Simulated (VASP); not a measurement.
Given:

```
CELL_PARAMETERS angstrom
      0.00000     2.83116     2.83116
      2.83116     0.00000     2.83116
      2.83116     2.83116     0.00000
ATOMIC_POSITIONS crystal
  Li 0.25000 0.25000 0.25000
  Li 0.75000 0.75000 0.75000
  S  0.00000 0.00000 0.00000
```

All values below come from r2SCAN+rVV10, VASP's PBE PAW potentials (set 64) (plane waves; VASP 6.6.1). Settings: 520 eV cut-off, 8×8×8 Γ-centred mesh, tetrahedra with Blöchl corrections, potentials Li_sv S.

Tabulate the total density of states (states/eV per cell) against energy (eV; zero at the valence-band maximum or, without a gap, the Fermi level).

(E (eV), DOS (states/eV)): (-9.97, 0.00); (-9.73, 0.00); (-9.37, 0.00); (-9.13, 0.00); (-8.77, 0.00); (-8.53, 0.00); (-8.17, 0.00); (-7.93, 0.00); (-7.69, 0.00); (-7.33, 0.00); (-7.09, 0.00); (-6.73, 0.00); (-6.49, 0.00); (-6.13, 0.00); (-5.89, 0.00); (-5.65, 0.00); (-5.29, 0.00); (-5.05, 0.00); (-4.69, 0.00); (-4.45, 0.00); (-4.21, 0.00); (-3.85, 0.00); (-3.61, 0.00); (-3.25, 0.00); (-3.01, 0.01); (-2.65, 1.11); (-2.41, 2.35); (-2.17, 2.99); (-1.81, 1.44); (-1.57, 2.48); (-1.21, 3.21); (-0.97, 3.05); (-0.61, 2.90); (-0.37, 1.54); (-0.13, 0.55); (0.23, 0.00); (0.47, 0.00); (0.83, 0.00); (1.07, 0.00); (1.43, 0.00); (1.67, 0.00); (1.91, 0.00); (2.27, 0.00); (2.51, 0.00); (2.87, 0.00); (3.11, 0.00); (3.35, 0.00); (3.71, 0.00); (3.95, 0.02); (4.31, 0.19); (4.55, 0.24); (4.91, 0.36); (5.15, 0.46); (5.39, 0.64); (5.75, 1.19); (5.99, 1.25); (6.35, 1.25); (6.59, 1.09); (6.95, 0.12); (7.19, 0.47)
Within 2 eV below the valence-band maximum the largest weight inside VASP's projection spheres is S p.

The compound is Li2S in the antifluorite structure. It was relaxed first.
